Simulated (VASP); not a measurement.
Consider the following.

```yaml
crystal:
  lattice:
    - [0.00000, 3.13224, 3.13224]
    - [3.13224, 0.00000, 3.13224]
    - [3.13224, 3.13224, 0.00000]
  atoms:
    - { symbol: K, position: [0.00000, 0.00000, 0.00000] }
    - { symbol: Cl, position: [0.50000, 0.50000, 0.50000] }
```

Calculation: rev-vdW-DF2, VASP's PBE PAW potentials (set 64) (plane waves; VASP). Settings: 520 eV cut-off, Gaussian smearing of 0.050 eV, potentials K_sv Cl.

Task: Estimate the band gap (along the path) with the smallest direct gap where there is one.

Result: 
- band gap (along the path): 5.04 eV
- smallest direct gap (along the path): 5.04 eV

The absolute energy has meaning only against runs of the same code, potentials and settings.

The compound is KCl in the rock salt structure. It was relaxed first.
